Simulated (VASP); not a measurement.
Level of theory: RPBE GGA, VASP's PBE PAW potentials (set 64) (plane waves; VASP).

VASP input:

### POSCAR
```
BaTiO3
4.0695350
  0.9999999884   0.0000000000   0.0000000000
  0.0000000000   0.9999999884   0.0000000000
  0.0000000000   0.0000000000   0.9999999884
Ba Ti O
1 1 3
Direct
  0.0000000000   0.0000000000   0.0000000000
  0.5000000000   0.5000000000   0.5000000000
  0.5000000000   0.0000000000   0.5000000000
  0.0000000000   0.5000000000   0.5000000000
  0.5000000000   0.5000000000   0.0000000000
```

**KPOINTS**
```
k-points along high-symmetry lines
15
Line-mode
Reciprocal
  0.000000   0.000000   0.000000 ! GAMMA
  0.000000   0.500000   0.000000 ! X

  0.000000   0.500000   0.000000 ! X
  0.500000   0.500000   0.000000 ! M

  0.500000   0.500000   0.000000 ! M
  0.000000   0.000000   0.000000 ! GAMMA

  0.000000   0.000000   0.000000 ! GAMMA
  0.500000   0.500000   0.500000 ! R

  0.500000   0.500000   0.500000 ! R
  0.000000   0.500000   0.000000 ! X

  0.500000   0.500000   0.500000 ! R
  0.500000   0.500000   0.000000 ! M
```

### INCAR
```
# general
SYSTEM  = BaTiO3
PREC    = Accurate
ENCUT   = 520   # plane-wave cut-off (eV)
LREAL   = .FALSE.
LASPH   = .TRUE.   # aspherical one-centre terms
ICHARG  = 11   # fixed density

# electronic loop
EDIFF   = 1E-7   # SCF stop (eV)
NELM    = 100   # most electronic steps
ALGO    = Normal
LMAXMIX = 4   # l cut-off of mixed one-centre charges

# smearing
ISMEAR  = 0   # Gaussian
SIGMA   = 0.05   # width (eV)

# functional
GGA     = RP

# output
LWAVE   = .FALSE.
LCHARG  = .FALSE.
LORBIT  = 11   # lm-projected
```

POTCAR, in this order: Ba_sv Ti_sv O (PBE.64 set). Program: vasp_std. Read from the step before: CHGCAR.

What VASP printed:

OSZICAR:
```
       N       E                     dE             d eps       ncg     rms          rms(c)
DAV:   1     0.423218241743E+03    0.42322E+03   -0.21826E+04  4320   0.182E+03
DAV:   2     0.122590176649E+02   -0.41096E+03   -0.40339E+03  5008   0.481E+02
DAV:   3    -0.343866311509E+02   -0.46646E+02   -0.45076E+02  7168   0.141E+02
DAV:   4    -0.365246333429E+02   -0.21380E+01   -0.21362E+01  5376   0.283E+01
DAV:   5    -0.366329507795E+02   -0.10832E+00   -0.10832E+00  6176   0.454E+00
DAV:   6    -0.366339262853E+02   -0.97551E-03   -0.97550E-03  5472   0.499E-01
DAV:   7    -0.366339506332E+02   -0.24348E-04   -0.24348E-04  6368   0.679E-02
DAV:   8    -0.366339509495E+02   -0.31628E-06   -0.31630E-06  5496   0.699E-03
DAV:   9    -0.366339509587E+02   -0.92109E-08   -0.91981E-08  4264   0.102E-03
   1 F= -.36633951E+02 E0= -.36633951E+02  d E =-.103853E-23
```

### OUTCAR
```
 val. band max:        3.6065449193   @ k =   0.5000   0.5000   0.5000

 cond. band min:       5.2857139833   @ k =   0.0000   0.0000   0.0000



 k-point     1 :       0.0000    0.0000    0.0000
  band No.  band energies     occupation
      1     -53.3949      2.00000
      2     -29.5063      2.00000
      3     -29.5063      2.00000
      4     -29.5063      2.00000
      5     -21.3933      2.00000
      6     -13.2605      2.00000
      7     -12.5921      2.00000
      8     -12.5921      2.00000
      9      -6.5629      2.00000
     10      -6.5629      2.00000
     11      -6.5629      2.00000
     12       1.2981      2.00000
     13       1.2981      2.00000
     14       1.2981      2.00000
     15       2.6001      2.00000
     16       2.6001      2.00000
     17       2.6001      2.00000
     18       3.4183      2.00000
     19       3.4183      2.00000
     20       3.4183      2.00000
     21       5.2857      0.00000
     22       5.2857      0.00000
     23       5.2857      0.00000
     24       7.1621      0.00000

 k-point     2 :       0.0000    0.0357    0.0000
  band No.  band energies     occupation
      1     -53.3949      2.00000
      2     -29.5068      2.00000
      3     -29.5063      2.00000
      4     -29.5063      2.00000
      5     -21.3922      2.00000
      6     -13.2601      2.00000
      7     -12.5918      2.00000
      8     -12.5916      2.00000
      9      -6.5612      2.00000
     10      -6.5612      2.00000
     11      -6.5587      2.00000
     12       1.2780      2.00000
     13       1.2955      2.00000
     14       1.2955      2.00000
     15       2.5846      2.00000
     16       2.5846      2.00000
     17       2.5889      2.00000
     18       3.3825      2.00000
     19       3.4082      2.00000
     20       3.4082      2.00000
     21       5.2873      0.00000
     22       5.3124      0.00000
     23       5.3124      0.00000
     24       7.1633      0.00000

...
```

The density is held fixed in this step, so its total energy and stress have no physical meaning. Unless said otherwise, spin-orbit coupling is left out, though it shifts the bands of the heavy elements here.

The compound is BaTiO3 in the cubic perovskite structure, the ideal cubic form; the compound distorts at low or room temperature. It was relaxed first, which changed the volume by +5 %.
